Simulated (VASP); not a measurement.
The input files of a VASP run:

INCAR:
```
ALGO  =  Normal
EDIFF  =  1E-6
ENCUT  =  300
GGA  =  PS
ISIF  =  2
ISMEAR  =  0
LASPH  =  .TRUE.
LCHARG  =  .FALSE.
LMAXMIX  =  4
LREAL  =  .FALSE.
LWAVE  =  .FALSE.
NELM  =  100
PREC  =  Accurate
SIGMA  =  0.01
SYSTEM  =  SnSe2
```

### KPOINTS
```
Automatic mesh
0
Gamma
10 10 5
0 0 0
```

POSCAR:
```
SnSe2
1
    3.7516150000     0.0000000000     0.0000000000
   -1.8758080000     3.2489940000     0.0000000000
    0.0000000000     0.0000000000     6.3334620000
Sn Se
1 2
Direct
  0.0000000000   0.0000000000   0.0000000000
  0.6666670000   0.3333330000   0.7571000000
  0.3333330000   0.6666670000   0.2429000000
```

POTCAR, in this order: Sn_d Se (PBE.64 set). Program: vasp_std.

Task: Translate this PBEsol calculation to Quantum ESPRESSO's pw.x.

Result: One equivalent input (not run):
```
&CONTROL
  calculation = 'scf'
  pseudo_dir = './pseudo'
  outdir = './out'
  tprnfor = .true.
  tstress = .true.
/
&SYSTEM
  ibrav = 0
  nat = 3
  ntyp = 2
  ecutwfc = 86
  occupations = 'smearing'
  smearing = 'gaussian'
  degauss = 0.000735
  input_dft = 'pbesol'
/
&ELECTRONS
  conv_thr = 7.3e-08
  electron_maxstep = 100
/
ATOMIC_SPECIES
  Sn 118.710 Sn.upf
  Se 78.971 Se.upf
CELL_PARAMETERS angstrom
     3.7516150    0.0000000    0.0000000
    -1.8758080    3.2489940    0.0000000
     0.0000000    0.0000000    6.3334620
ATOMIC_POSITIONS crystal
  Sn   0.0000000  0.0000000  0.0000000
  Se   0.6666670  0.3333330  0.7571000
  Se   0.3333330  0.6666670  0.2429000
K_POINTS automatic
  10 10 5 0 0 0
```
What does not carry over: the potentials are each code's own (VASP's PAW set, PseudoDojo norm-conserving files in pw.x), so ENCUT and ecutwfc are chosen apart and not converted; conv_thr bounds pw.x's estimated SCF error, while EDIFF bounds the energy change between steps.

The structure comes from a computed database's SnSe2 entry; how it stands against other phases isn't given here. The cell was not relaxed at this level.
